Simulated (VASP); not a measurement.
# A slab model of the (1 0 0) face of Pt3Pb, part 4 of 7

Aim: model the (1 0 0) face of Pt3Pb by a slab and find how far its highest filled level lies below the vacuum. The start is a cell from a database of measured crystal structures.

VASP 6.6.1, plane waves and PAW; the level of theory is named at each step.

So far. Step 2 (The bulk reference): Energy at zero smearing: -210.69907 eV. Step 3 (Surface relaxation): The run ended after 16 ionic steps, 0.359 eV below its first step, once the forces on the free atoms met EDIFFG = -0.03.

### 4. Vacuum level and density of states (continued)

Level of this step: r2SCAN with rVV10; plane waves and PAW (Pt, Pb) (VASP).

Valence density in the ca plane at fractional y = 0.000, with atoms of Pt and Pb within 0.2 Å of it. It is the smooth field of the valence electrons, not physical close to the nuclei.

Values in e/Å³, 6 rows by 16 columns, each cell a mean:
```
0.0 0.0 0.0 0.0 0.0 0.1 0.2 0.2 0.2 0.2 0.2 0.2 0.2 0.2 0.2 0.2
0.0 0.0 0.0 0.0 0.0 0.5 0.8 0.3 0.2 0.5 0.9 0.3 0.2 0.4 0.9 0.3
0.0 0.0 0.0 0.0 0.1 1.5 2.6 0.4 0.1 1.3 2.7 0.5 0.1 1.0 2.8 0.6
0.0 0.0 0.0 0.0 0.1 1.2 2.2 0.4 0.2 1.1 2.2 0.4 0.1 0.9 2.3 0.6
0.0 0.0 0.0 0.0 0.0 0.3 0.5 0.2 0.2 0.3 0.5 0.2 0.2 0.3 0.5 0.2
0.0 0.0 0.0 0.0 0.0 0.1 0.1 0.2 0.1 0.2 0.1 0.2 0.1 0.2 0.1 0.1
```
Columns run along c (16.0 Å, from fractional 0.06 to 0.70 of the cell), rows up along a (4.1 Å). Atoms in or near the plane, at fractional coordinates: Pt at (0.30, 0.50), Pt at (0.46, 0.50), Pt at (0.62, 0.50), Pb at (0.38, 0.00), Pb at (0.54, 0.00).

ELF in the ca plane at fractional y = 0.000, with atoms of Pt and Pb within 0.2 Å of it. It is the smooth field of the valence electrons, not physical close to the nuclei.

Ten even steps from '0' (0.00) to '9' (0.90), each cell a mean:
```
00000000000000011125899996211147999973111136
00000000000001122224689974222236899753222225
00000000000012334443456643343333566533434323
00000000000012331234322233321343222334212432
00000000011112310014311124200133111232000332
00000000010112310013311123100033111232000232
00000000021012321124321224310243212233101332
00000000000012343344344433433433444334333332
00000000000001223333578864333335788743333224
00000000000000111224799985211237999863211236
00000000000000001125899996211148999973111137
```
Columns run along c (16.0 Å, from fractional 0.06 to 0.70 of the cell), rows up along a (4.1 Å). Atoms in or near the plane, at fractional coordinates: Pt at (0.30, 0.50), Pt at (0.46, 0.50), Pt at (0.62, 0.50), Pb at (0.38, 0.00), Pb at (0.54, 0.00).

The map of layer states is cut here 0.5 eV above the Fermi level, so it leaves out the states above that.

The vacuum level lies 4.22 eV above the Fermi level at the upper face; the two faces differ by 1.43 eV, the step that the slab's dipole of -0.130 e·Å makes.

VASP counts the dipole in electrons times Å, so a positive number points the physical dipole along −c.

The program found no field-free point at its default tolerance, but its printed level agrees with the flat part of the planar average.

On this mesh the fine structure of the density of states is sampling noise, and high empty states may be cut by the number of bands.

### 5. Tunnelling image, filled states within 1.5 eV

A partial density over this window, at constant height above the top atom, is the Tersoff-Hamann picture of a tunnelling image.

Contents of INCAR:

```
SYSTEM = Pt3Pb
PREC = Normal
ENCUT = 300
EDIFF = 1E-05
NELM = 120
ISMEAR = 0
SIGMA = 0.1
LREAL = .FALSE.
ALGO = Normal
METAGGA = R2SCAN
LUSE_VDW = .TRUE.
IVDW_NL = 2
BPARAM = 11.95
CPARAM = 0.0093
LASPH = .TRUE.
NBANDS = 80
LWAVE = .FALSE.
LCHARG = .FALSE.
ISTART = 1
LPARD = .TRUE.
NBMOD = -3
EINT = -1.5 0
LSEPB = .FALSE.
LSEPK = .FALSE.
```

Contents of POSCAR:

```
Pt3Pb
1.0
    4.0580000000      0.0000000000      0.0000000000
    0.0000000000      4.0580000000      0.0000000000
    0.0000000000      0.0000000000     25.1450000000
Pt Pb
9 3
Direct
    0.0000000000      0.5000000000      0.2982700300
    0.5000000000      0.0000000000      0.2982700300
    0.5000000000      0.5000000000      0.3789620200
    0.0000000000      0.5000000000      0.4596540100
    0.5000000000      0.0000000000      0.4596540100
    0.5000000000      0.5000000000      0.5406246797
    0.0000000000      0.5000000000      0.6233645516
    0.5000000000      0.0000000000      0.6233645516
    0.5000000000      0.5000000000      0.6970228859
    0.0000000000      0.0000000000      0.3789620200
    0.0000000000      0.0000000000      0.5430129828
    0.0000000000      0.0000000000      0.7180680433
```

Contents of KPOINTS:

```
Automatic mesh
0
Gamma
5 5 1
0 0 0
```

The projector-augmented-wave data sets are Pt and Pb (PBE family, release 64).

The WAVECAR or CHGCAR of an earlier step is read.

Started as:

```bash
> mpirun -np 2 vasp_std
```

Output:

```text
[banner, memory and clock lines left out]
running    2 mpi-ranks, on    1 nodes
 distrk:  each k-point on    2 cores,    1 groups
 distr:  one band on    1 cores,    2 groups

 POSCAR found type information on POSCAR PtPb
 POSCAR found :  2 types and      12 ions
|                                                                             |
|               ----> ADVICE to this user running VASP <----                  |
|                                                                             |
|     You have switched on vdW-DFT.                                           |
|     This routine was written and supplied by Jiri Klimes. We recommend      |
|     that you carefully read and cite the following publications:            |
|       J. Klimes, D.R. Bowler, A. Michelides                                 |
|          J. Phys.: Cond Matt. 22 022201 (2010)                              |
|       J. Klimes, D.R. Bowler, A. Michelides                                 |
|          Phys. Rev. B. 83, 195131 (2011)                                    |
|     and references therein.                                                 |
|                                                                             |

|                                                                             |
|               ----> ADVICE to this user running VASP <----                  |
|                                                                             |
|     You enforced a specific xc type in the INCAR file but a different       |
|     [... a line on the potential file left out ...]
|     I HOPE YOU KNOW WHAT YOU ARE DOING!                                     |
|                                                                             |

 LDA part: xc-table for (None), standard interpolation
 found WAVECAR, reading the header
 POSCAR, INCAR and KPOINTS ok, starting setup
 FFT: planning ... GRIDC
 FFT: planning ... GRID_SOFT
 FFT: planning ... GRID
 reading WAVECAR
 the WAVECAR file was read successfully
Calculating partial charge density.
NDMOD =  -3
Energy range w.r.t. Fermi energy from INCAR:   -1.500   0.000
Efermi =    2.236
No KPOINTS given: use all of them.

*****************************************************
* Parameters from pardens
*****************************************************

NBMOD is set to  -3
Selected energy range (EINT)    0.7357   2.2357
Selected all k-points to calculate charge density.
k-point no.    1; bands inside the range   11
  38  39  40  41  42  43  44  45  46  47
  48
k-point no.    2; bands inside the range   13
  39  40  41  42  43  44  45  46  47  48
  49  50  51
k-point no.    3; bands inside the range    8
  44  45  46  47  48  49  50  51
k-point no.    4; bands inside the range   10
  41  42  43  44  45  46  47  48  49  50
k-point no.    5; bands inside the range    9
  43  44  45  46  47  48  49  50  51
k-point no.    6; bands inside the range   10
  43  44  45  46  47  48  49  50  51  52
Finished calculating partial charge density.
VASP will stop now.
```

The job ended after 3 s (2 MPI ranks of AMD EPYC 7R43, shared host; 4.5 s of CPU time).

From OUTCAR (step 5):

```text
   NELECT =     102.0000    total number of electrons

[... 8 parts as in an earlier step ...]

[... 2 further parts left out ...]
```

Local density of states in the window along a and b. Constant height, 2.5 Å above the top atom.

Ten even steps from '0' (0.68 × 1e-3 e/Å³) to '9' (1.05 × 1e-3 e/Å³), each cell a mean:
```
444433322211100000000000111222333444
443333322211110000000001111222333334
333333322222111111111111122222333333
222222222222222222222222222222222222
222222222333333344444333333322222222
111222223334445555555554443332222211
111112233445556666666665554433221111
000112233455667777877776655433221100
000011234456678888988887665443211000
000011234556778999999987765543211000
000011234556788999999988765543211000
000011234556788999999988765543211000
000011234456778899999887765443211000
000111233456677788888777665433211100
111112233445566677777666554433221111
111122223344455556665555444332222111
222222223333444444444444433332222222
222222222222333333333333322222222222
333333222222222222222222222222233333
333333322211111110001111111222333333
444333322211100000000000111222333344
444433322111000000000000011122333444
```
Columns: along a (fractional) from 0 to 0.972; rows upwards: along b (fractional) from 0 to 0.972.

Partial charge density in the ca plane at fractional y = 0.000, with atoms of Pt and Pb within 0.2 Å of it. It is the smooth field of the valence electrons, not physical close to the nuclei.

Ten steps, logarithmic in the rise over the least value, from '0' (0.0 Å⁻³) to '9' (1.5 Å⁻³), each cell a mean:
```
00000000000000011111122222100011222211001111
00000000000001223322112221112111122111122111
00000000000012356654211112344321111112454321
00000000000013578876310113466542100124676531
00000000000124789997410024677752100136787642
00000000000124789997410024678753100146788742
00000000000024689986410013577642100135777531
00000000000013467765211112455531111113565421
00000000000001244443212211223211111111233211
00000000000000112211122221111111222211111111
00000000000000001111123322100011222211000111
```
Columns run along c (16.0 Å, from fractional 0.06 to 0.70 of the cell), rows up along a (4.1 Å). Atoms in or near the plane, at fractional coordinates: Pt at (0.30, 0.50), Pt at (0.46, 0.50), Pt at (0.62, 0.50), Pb at (0.38, 0.00), Pb at (0.54, 0.00).

Shared out to the nearest atoms, the partial charge density has 95 % on Pt; its largest share on one atom is 18 % (Pt1), and it takes 7 of the 12 atoms to pass 80 %.

Between its 5th and 95th percentile the partial density varies by a factor of 1.4, which sets the contrast of the image.

### 6. Tunnelling image, empty states within 1.5 eV

A partial density over this window, at constant height above the top atom, is the Tersoff-Hamann picture of a tunnelling image.

INCAR: that of step 5 with these lines changed.

```diff
@@ -21,3 +21,3 @@
 NBMOD = -3
-EINT = -1.5 0
+EINT = 0 1.5
 LSEPB = .FALSE.
```

POSCAR is that of step 5.

KPOINTS is that of step 5.

The run starts from files that an earlier step left in the folder.

Started as:

```bash
> mpirun -np 2 vasp_std
```

Output:

```text
 LDA part: xc-table for (None), standard interpolation
 found WAVECAR, reading the header
 POSCAR, INCAR and KPOINTS ok, starting setup
 FFT: planning ... GRIDC
 FFT: planning ... GRID_SOFT
 FFT: planning ... GRID
 reading WAVECAR
 the WAVECAR file was read successfully
Calculating partial charge density.
NDMOD =  -3
Energy range w.r.t. Fermi energy from INCAR:    0.000   1.500
Efermi =    2.236
No KPOINTS given: use all of them.

NBMOD is set to  -3
Selected energy range (EINT)    2.2357   3.7357
Selected all k-points to calculate charge density.
k-point no.    1; bands inside the range    6
  49  50  51  52  53  54
k-point no.    2; bands inside the range    3
  52  53  54
k-point no.    3; bands inside the range    4
  52  53  54  55
k-point no.    4; bands inside the range    5
  51  52  53  54  55
k-point no.    5; bands inside the range    4
  52  53  54  55
k-point no.    6; bands inside the range    6
  53  54  55  56  57  58
Finished calculating partial charge density.
VASP will stop now.

[... 4 parts as in an earlier step ...]
```

The job ended after 2.8 s (2 MPI ranks).

From OUTCAR (step 6):

```text
   NELECT =     102.0000    total number of electrons

[... 8 parts as in an earlier step ...]

[... 2 further parts left out ...]
```

Local density of states in the window along a and b. Constant height, 2.5 Å above the top atom.

Values in units of 1e-3 e/Å³, 12 rows by 16 columns, each cell a mean:
```
2.9 2.7 2.4 2.1 1.7 1.4 1.2 1.1 1.0 1.1 1.3 1.6 1.9 2.3 2.6 2.8
2.5 2.4 2.2 1.9 1.6 1.3 1.2 1.1 1.1 1.1 1.3 1.5 1.8 2.0 2.3 2.5
2.0 1.9 1.8 1.6 1.4 1.3 1.2 1.1 1.1 1.1 1.2 1.3 1.5 1.7 1.9 2.0
1.5 1.5 1.4 1.4 1.3 1.2 1.2 1.2 1.2 1.2 1.2 1.2 1.3 1.4 1.5 1.5
1.2 1.2 1.2 1.2 1.2 1.2 1.2 1.2 1.2 1.2 1.2 1.2 1.2 1.2 1.2 1.2
1.0 1.1 1.1 1.1 1.1 1.2 1.2 1.3 1.3 1.3 1.2 1.2 1.1 1.1 1.1 1.0
1.1 1.1 1.1 1.1 1.2 1.2 1.2 1.3 1.3 1.2 1.2 1.2 1.1 1.1 1.1 1.1
1.3 1.3 1.3 1.2 1.2 1.2 1.2 1.2 1.2 1.2 1.2 1.2 1.2 1.2 1.3 1.3
1.7 1.6 1.5 1.4 1.3 1.2 1.2 1.2 1.2 1.2 1.2 1.3 1.4 1.5 1.6 1.7
2.2 2.1 1.9 1.7 1.5 1.3 1.2 1.1 1.1 1.1 1.2 1.4 1.6 1.8 2.0 2.2
2.7 2.5 2.3 2.0 1.6 1.4 1.2 1.1 1.1 1.1 1.3 1.5 1.8 2.1 2.4 2.6
2.9 2.8 2.5 2.1 1.7 1.4 1.2 1.1 1.0 1.1 1.3 1.6 1.9 2.3 2.7 2.9
```
Columns: along a (fractional) from 0 to 0.972; rows upwards: along b (fractional) from 0 to 0.972.

Partial charge density in the ca plane at fractional y = 0.000, with atoms of Pt and Pb within 0.2 Å of it. It is the smooth field of the valence electrons, not physical close to the nuclei.

Ten steps, logarithmic in the rise over the least value, from '0' (0.00 Å⁻³) to '9' (0.33 Å⁻³), each cell a mean:
```
00000000000122333334554444333344555554323344
00000000000123333334444444333334555554333344
00000000001123445543344443355444455443455434
00000000001234557753233333567644343334687543
00000000001235678975222234689764332346898753
00000000001235679986212235799864322347999753
00000000001234568864223334578754333335788643
00000000001123456653334433456544444433566433
00000000000123344443444443344434555543344344
00000000000122333334444444333334555554333344
00000000000122333334554444333344555554323344
```
Columns run along c (16.0 Å, from fractional 0.06 to 0.70 of the cell), rows up along a (4.1 Å). Atoms in or near the plane, at fractional coordinates: Pt at (0.30, 0.50), Pt at (0.46, 0.50), Pt at (0.62, 0.50), Pb at (0.38, 0.00), Pb at (0.54, 0.00).

Shared out to the nearest atoms, the partial charge density (by size) has 84 % on Pt; its largest share on one atom is 11 % (Pt9), and it takes 9 of the 12 atoms to pass 80 %.

Between its 5th and 95th percentile the partial density varies by a factor of 2.5, which sets the contrast of the image.

[end of part 4 of 7]

[Lines on the potential files, build, host, timing and source positions are cut from VASP's logs without a mark.]

[Logs are printed without paths, hosts, clocks, repeated set-up lines and the standing remarks that a program may print on its own settings, such as how far it seeks lower states.]

[Hosts, paths, dates, database ids (printed as entryN), source tags and the programs' standing remarks are cut or masked in the printed files.]

[In band tables of VASP the shares of atoms and orbitals are scaled to a sum of 1 inside the atoms' spheres.]

[Runs that stopped without an error message from VASP are left out.]
